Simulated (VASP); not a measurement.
Here is the system:

```yaml
crystal:
  lattice:
    - [1.66748, -5.42193, 0.00000]
    - [1.66748, 5.42193, 0.00000]
    - [0.00000, 0.00000, 4.25551]
  atoms:
    - { symbol: Zr, position: [0.16049, 0.83951, 0.75000] }
    - { symbol: Zr, position: [0.83951, 0.16049, 0.25000] }
    - { symbol: Al, position: [0.42837, 0.57163, 0.75000] }
    - { symbol: Al, position: [0.57163, 0.42837, 0.25000] }
```

Computed with PBEsol GGA, VASP's PBE PAW potentials (set 64) (plane waves; VASP). Numerical set-up: 400 eV cut-off, Gaussian smearing of 0.050 eV, potentials Zr_sv Al.

Estimate the band gap (along the path) with the smallest direct gap where there is one.

```yaml
band gap (along the path): none (metal, semimetal or under 0.01 eV)
```

Only differences to runs with the same potentials and settings are physical.

The structure comes from a computed database's ZrAl entry (Cmcm); how it stands against other phases isn't given here. It was relaxed first.
